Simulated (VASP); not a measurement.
# Be2ZnO3 (P6/mmm) in VASP: a series of runs

The runs below take Be2ZnO3 through relaxation of cell and atoms, with PBE.

Program: VASP 6.6.1. These are calculated values, not measurements. Logs are shortened: lines on timing, memory, paths and dates and some standing lists are left out, and cuts for length are marked.

### Step 1. Starting point

It takes space group P6/mmm (No. 191, hexagonal). The conventional cell has a = 4.692 Å, b = 4.692 Å, c = 3.255 Å, α = 90.00°, β = 90.00°, γ = 120.00°. Be (site symmetry -6m2) has 3 O at 1.35 Å as nearest neighbours. Zn (site symmetry 6/mmm) is surrounded by 6 O at 2.35 Å. O (site symmetry mmm) has 2 Be at 1.35 Å as nearest neighbours.

The cell was built by a generator and needn't be a form met in nature.

### Step 2. Relaxation of cell and atoms, PBE

File INCAR:

```
PREC = Normal
ENCUT = 520
EDIFF = 1E-4
ISMEAR = 0
SIGMA = 0.15
LREAL = False
LASPH = True
NELM = 60
ALGO = Fast
ISIF = 3
LWAVE = False
LCHARG = False
GGA = PE
IBRION = 2
NSW = 24
EDIFFG = -0.08
```

File KPOINTS:

```
regular mesh
0
Gamma
  4 4 4
```

File POSCAR:

```
Be2ZnO3
1.0
    4.6921347200      0.0000000000      0.0000000000
   -2.3460673600      4.0635078600      0.0000000000
    0.0000000000      0.0000000000      3.2550677700
Be Zn O
2 1 3
Direct
    0.3333333300      0.6666666700      0.0000000000
    0.6666666700      0.3333333300      0.0000000000
    0.0000000000      0.0000000000      0.0000000000
    0.5000000000      0.0000000000      0.0000000000
    0.0000000000      0.5000000000      0.0000000000
    0.5000000000      0.5000000000      0.0000000000
```

Potentials or basis: VASP PAW PBE potentials, release 64 (Be, Zn, O).

On the command line:

```
> cat potpaw_PBE.64/Be/POTCAR potpaw_PBE.64/Zn/POTCAR potpaw_PBE.64/O/POTCAR > POTCAR
> mpirun -np 1 vasp_std > vasp.out
```

OUTCAR:

```text
PREC = Normal
   ENCUT = 520
   EDIFF = 1E-4
   ISMEAR = 0
   LREAL = False
   LASPH = True
   NELM = 60
   ISIF = 3
   GGA = PE
   IBRION = 2
   NSW = 24
   EDIFFG = -0.08

 ion  position               nearest neighbor table
   1  0.333  0.667  0.000-   4 1.35   5 1.35   6 1.35   3 2.71   3 2.71   3 2.71
   2  0.667  0.333  0.000-   4 1.35   5 1.35   6 1.35   3 2.71   3 2.71   3 2.71
   3  0.000  0.000  0.000-   5 2.35   6 2.35   5 2.35   6 2.35   4 2.35   4 2.35   1 2.71   2 2.71
                             2 2.71   1 2.71   2 2.71   1 2.71
   4  0.500  0.000  0.000-   1 1.35   2 1.35   3 2.35   3 2.35
   5  0.000  0.500  0.000-   1 1.35   2 1.35   3 2.35   3 2.35
   6  0.500  0.500  0.000-   1 1.35   2 1.35   3 2.35   3 2.35

  LATTYP: Found a hexagonal cell.
 ALAT       =     4.6921347200
 C/A-ratio  =     0.6937285403

  Lattice vectors:

 A1 = (   4.6921347200,   0.0000000000,   0.0000000000)
 A2 = (  -2.3460673600,   4.0635078600,   0.0000000000)
 A3 = (   0.0000000000,   0.0000000000,   3.2550677700)

Analysis of symmetry for initial positions (statically):
=====================================================================
 Subroutine PRICEL returns:
 Original cell was already a primitive cell.

 Routine SETGRP: Setting up the symmetry group for a
 hexagonal supercell.

 Subroutine GETGRP returns: Found 24 space group operations
 (whereof 24 operations were pure point group operations)
 out of a pool of 24 trial point group operations.

The static configuration has the point symmetry D_6h.

Analysis of symmetry for dynamics (positions and initial velocities):
=====================================================================
 Subroutine PRICEL returns:
 Original cell was already a primitive cell.

 Routine SETGRP: Setting up the symmetry group for a
 hexagonal supercell.

 Subroutine GETGRP returns: Found 24 space group operations
 (whereof 24 operations were pure point group operations)
 out of a pool of 24 trial point group operations.

The dynamic configuration has the point symmetry D_6h.

 Subroutine INISYM returns: Found 24 space group operations
 (whereof 24 operations are pure point group operations),
 and found     1 'primitive' translations

----------------------------------------------------------------------------------------

                                     Primitive cell

  volume of cell :      62.0628

  direct lattice vectors                    reciprocal lattice vectors
     4.692134720  0.000000000  0.000000000     0.213122610  0.123046397  0.000000000
    -2.346067360  4.063507860  0.000000000     0.000000000  0.246092793  0.000000000
     0.000000000  0.000000000  3.255067770     0.000000000  0.000000000  0.307213266

  length of vectors
     4.692134720  4.692134715  3.255067770     0.246092793  0.246092793  0.307213266

  position of ions in fractional coordinates (direct lattice)
     0.333333330  0.666666670  0.000000000
     0.666666670  0.333333330  0.000000000
     0.000000000  0.000000000  0.000000000
     0.500000000  0.000000000  0.000000000
     0.000000000  0.500000000  0.000000000
     0.500000000  0.500000000  0.000000000

  ion indices of the primitive-cell ions
   primitive index   ion index
                 1           1
                 2           2
                 3           3
                 4           4
                 5           5
                 6           6

----------------------------------------------------------------------------------------

 KPOINTS: regular mesh

Automatic generation of k-mesh.
 Grid dimensions read from file:
 generate k-points for:    4    4    4

 Generating k-lattice:

  Cartesian coordinates                     Fractional coordinates (reciprocal lattice)
     0.053280653  0.030761599  0.000000000     0.250000000  0.000000000  0.000000000
     0.000000000  0.061523198  0.000000000     0.000000000  0.250000000  0.000000000
     0.000000000  0.000000000  0.076803316     0.000000000  0.000000000  0.250000000

  Length of vectors
     0.061523198  0.061523198  0.076803316

  Shift w.r.t. Gamma in fractional coordinates (k-lattice)
     0.000000000  0.000000000  0.000000000

 Subroutine IBZKPT returns following result:
 ===========================================

 Found     12 irreducible k-points:

 Following reciprocal coordinates:
            Coordinates               Weight
  0.000000  0.000000  0.000000      1.000000
  0.250000  0.000000  0.000000      6.000000
  0.500000  0.000000  0.000000      3.000000
  0.250000  0.250000  0.000000      6.000000
  0.000000  0.000000  0.250000      2.000000
  0.250000  0.000000  0.250000     12.000000
  0.500000  0.000000  0.250000      6.000000
  0.250000  0.250000  0.250000     12.000000
  0.000000  0.000000  0.500000      1.000000
  0.250000  0.000000  0.500000      6.000000
  0.500000  0.000000  0.500000      3.000000
  0.250000  0.250000  0.500000      6.000000
   k-points           NKPTS =     12   k-points in BZ     NKDIM =     12   number of bands    NBANDS=     21
   number of dos      NEDOS =    301   number of ions     NIONS =      6
   total plane-waves  NPLWV =  14112
   dimension x,y,z NGX =    28 NGY =   28 NGZ =   18
   dimension x,y,z NGXF=    56 NGYF=   56 NGZF=   36
   ions per type =               2   1   3
   NGX,Y,Z   is equivalent  to a cutoff of   9.92,  9.92,  9.19 a.u.
   NGXF,Y,Z  is equivalent  to a cutoff of  19.84, 19.84, 18.39 a.u.
 SYSTEM =  unknown system
   PREC   = normal    normal or accurate (medium, high low for compatibility)
   ISTART =      0    job   : 0-new  1-cont  2-samecut
   ICHARG =      2    charge: 1-file 2-atom 10-const
   ISPIN  =      1    spin polarized calculation?
   LNONCOLLINEAR =      F non collinear calculations
   LSORBIT =      F    spin-orbit coupling
   LASPH  =      T    aspherical Exc in radial PAW
   ENCUT  =  520.0 eV  38.22 Ry    6.18 a.u.   8.72  8.72  6.05*2*pi/ulx,y,z
   NELM   =     60;   NELMIN=  2; NELMDL= -5     # of ELM steps
   EDIFF  = 0.1E-03   stopping-criterion for ELM
   LREAL  =      F    real-space projection
   EDIFFG = -.8E-01   stopping-criterion for IOM
   NSW    =     24    number of steps for IOM
   IBRION =      2    ionic relax: 0-MD 1-quasi-New 2-CG
   NFREE  =      1    steps in history (QN), initial steepest desc. (CG)
   ISIF   =      3    stress and relaxation
   ISYM   =      2    0-nonsym 1-usesym 2-fastsym
   POTIM  = 0.5000    time-step for ionic-motion
   TEBEG  =    0.0;   TEEND  =   0.0 temperature during run
   PSTRESS=    0.0 pullay stress
   NELECT =      34.0000    total number of electrons
   NUPDOWN=      -1.0000    fix difference up-down
   EMIN   =  10.00;   EMAX   =-10.00  energy-range for DOS
   EFERMI =   0.00;   METHOD = LEGACY
   ISMEAR =     0;   SIGMA  =   0.15  broadening in eV -4-tet -1-fermi 0-gaus
   EFERMI_NEDOS =   21; number of points for ismear=-14 and -15
   IALGO  =     68    algorithm
   IMIX   =      4    mixing-type and parameters
     AMIX     =   0.40;   BMIX     =  1.00
     AMIX_MAG =   1.60;   BMIX_MAG =  1.00
  volume/ion in A,a.u.               =      10.34        69.80
  Fermi-wavevector in a.u.,A,eV,Ry     =   1.339545  2.531373 24.414028  1.794380
  Thomas-Fermi vector in A             =   2.467928
   LORBIT       =      0    0 simple, 1 ext, 2 COOP (PROOUT), +10 PAW based schemes
   GGA     = PE    functional components
   LHFCALC =     F    Hartree Fock is set to
   AEXX    =    0.0000 exact exchange contribution
   IVDW    =     0    specifies the selected vdW correction
   LEPSILON=     F    determine dielectric tensor
   LRPA    =     F    only Hartree local field effects (RPA)
 conjugate gradient relaxation of ions
 non-spin polarized calculation
 RMM-DIIS sequential band-by-band and
 Gauss-broadening in eV      SIGMA  =   0.15
  energy-cutoff  :      520.00
  volume of cell :       62.06
 maximum number of plane-waves:      1686
   NGX = 17   NGY = 17   NGZ = 13

--------------------------------------- Ionic step        1  -------------------------------------------

 number of electron      33.9999942 magnetization

 Free energy of the ion-electron system (eV)
  ---------------------------------------------------
  ext. energy  EPLUGINS =         0.00000000
  ---------------------------------------------------
  free energy    TOTEN  =       -31.20001929 eV

  energy without entropy =      -31.19273946  energy(sigma->0) =      -31.19637937

------------------------ aborting loop because EDIFF is reached ----------------------------------------

  FORCE on cell =-STRESS in cart. coord.  units (eV):
  Direction    XX          YY          ZZ          XY          YZ          ZX
  --------------------------------------------------------------------------------------
  -------------------------------------------------------------------------------------
  Total       22.9487726     22.9487726      1.7537398      0.0000000     -0.0000000      0.0000000
  in kB      592.4318975    592.4318959     45.2735051      0.0000000     -0.0000000      0.0000000
  external PRESSURE =     410.0457662 kB  Pullay stress =       0.0000000 kB
[... 185 lines left out ...]
  energy  without entropy=      -33.0463313385  energy(sigma->0) =      -33.05577669

--------------------------------------- Ionic step        6  -------------------------------------------

 number of electron      34.0000044 magnetization

 E-fermi :   0.1425     XC(G=0):  -9.0817

 val. band max:       -0.0058548706   @ k =   0.2500   0.0000   0.5000
 cond. band min:       0.1927681526   @ k =   0.0000   0.0000   0.0000
 fundamental gap:      0.1986230232
 Fermi energy:         0.1425266156

 k-point     1 :       0.0000    0.0000    0.0000
  band No.  band energies     occupation
      1     -17.4533      2.00000
      2     -16.4801      2.00000
      3     -16.4801      2.00000
      4      -6.4855      2.00000
      5      -6.2222      2.00000
      6      -6.2222      2.00000
[... 354 lines left out ...]
  energy  without entropy=      -33.1074382166  energy(sigma->0) =      -33.11375752

--------------------------------------- Ionic step        8  -------------------------------------------

 number of electron      34.0000225 magnetization

 Free energy of the ion-electron system (eV)
  ---------------------------------------------------
  ext. energy  EPLUGINS =         0.00000000
  ---------------------------------------------------
  free energy    TOTEN  =       -33.13746758 eV

  energy without entropy =      -33.12891632  energy(sigma->0) =      -33.13319195

 E-fermi :  -0.3177     XC(G=0):  -8.5071

 val. band max:       -0.5272301484   @ k =   0.2500   0.0000   0.5000
 cond. band min:      -0.2879851778   @ k =   0.0000   0.0000   0.0000
 fundamental gap:      0.2392449706
 Fermi energy:        -0.3177428171

 k-point     1 :       0.0000    0.0000    0.0000
  band No.  band energies     occupation
      1     -17.9077      2.00000
      2     -16.9527      2.00000
      3     -16.9527      2.00000
      4      -6.9000      2.00000
      5      -6.7480      2.00000
      6      -6.7480      2.00000
[... 310 lines left out ...]
  FREE ENERGIE OF THE ION-ELECTRON SYSTEM (eV)
  ---------------------------------------------------
  free  energy   TOTEN  =       -33.1374675785 eV

  energy  without entropy=      -33.1289163186  energy(sigma->0) =      -33.13319195

 reached required accuracy - stopping structural energy minimisation
```

Wall time 38 s (1 thread of Intel Xeon Platinum 8488C (Sapphire Rapids), shared host); peak memory 0.15 GiB.

What came out:

```yaml
Free_energy: -33.1375 eV
Relaxed_volume: 13.79 Å³/atom
Relaxed_cell: a = 5.113 Å, b = 5.113 Å, c = 3.655 Å, α = 90.00°, β = 90.00°, γ = 120.00°
Space_group_after_relaxing_to_0.05_Å: P6/mmm (No. 191)
Energy_gained_by_relaxing: 322.9 meV/atom
Ionic_steps: 8
Pressure_after_relaxing: -0.5 GPa
Band_gap_on_the_k_mesh: none (metal or under the smearing width)
```

Stress tensor (GPa, compression positive):
```
-0.39  0.00  0.00
 0.00 -0.39  0.00
 0.00  0.00 -0.81
```

The path:
```csv
step,energy change (eV),largest force (eV/Å),pressure (GPa),volume (Å³)
1,0.0000,0.0000,41.00,62.06
2,-0.5958,0.0000,-17.53,88.31
3,-1.8642,0.0000,0.22,74.81
4,-1.8654,0.0000,0.97,74.50
5,-1.8652,0.0000,1.46,74.24
6,-1.8823,0.0000,0.98,75.09
7,-1.9201,0.0000,0.66,77.65
8,-1.9374,0.0000,-0.53,82.77
```

Final structure:
```cif
data_structure
_symmetry_space_group_name_H-M 'P 1'
_symmetry_Int_Tables_number 1
_cell_length_a 5.1133
_cell_length_b 5.1133
_cell_length_c 3.6555
_cell_angle_alpha 90.000
_cell_angle_beta 90.000
_cell_angle_gamma 120.000
_cell_volume 82.77
loop_
_atom_site_label
_atom_site_type_symbol
_atom_site_fract_x
_atom_site_fract_y
_atom_site_fract_z
_atom_site_occupancy
Be1 Be 0.33333 0.66667 0.00000 1
Be2 Be 0.66667 0.33333 0.00000 1
Zn1 Zn 0.00000 0.00000 0.00000 1
O1 O 0.50000 0.00000 0.00000 1
O2 O 0.00000 0.50000 0.00000 1
O3 O 0.50000 0.50000 0.00000 1
```

Caveat: the k mesh is coarse (spacing up to 0.48 Å⁻¹), so the values aren't converged; the volume moved by over 15 % at a fixed basis, so the end points are rough; the relaxation stopped at a loose force limit of 0.08 eV/Å, so its end isn't a converged minimum.

(Continued in part 2 of 2.)
